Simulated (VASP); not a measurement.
Here is the system:

```
CELL_PARAMETERS angstrom
      0.00000     2.25122     2.25122
      2.25122     0.00000     2.25122
      2.25122     2.25122     0.00000
ATOMIC_POSITIONS crystal
  B  0.00000 0.00000 0.00000
  P  0.25000 0.25000 0.25000
```

Computed with PBE GGA, VASP's PBE PAW potentials (set 64) (plane waves; VASP). Numerical set-up: 620 eV cut-off, 10×10×10 Γ-centred mesh, Gaussian smearing of 0.050 eV, potentials B P.

Question: Estimate the energy per atom (σ→0), pressure.

Answer: 
```yaml
energy per atom (σ→0): -6461 meV/atom
pressure: 4.98 GPa
```

The compound is BP in the zinc blende structure. It was relaxed first under an external pressure of 5 GPa.
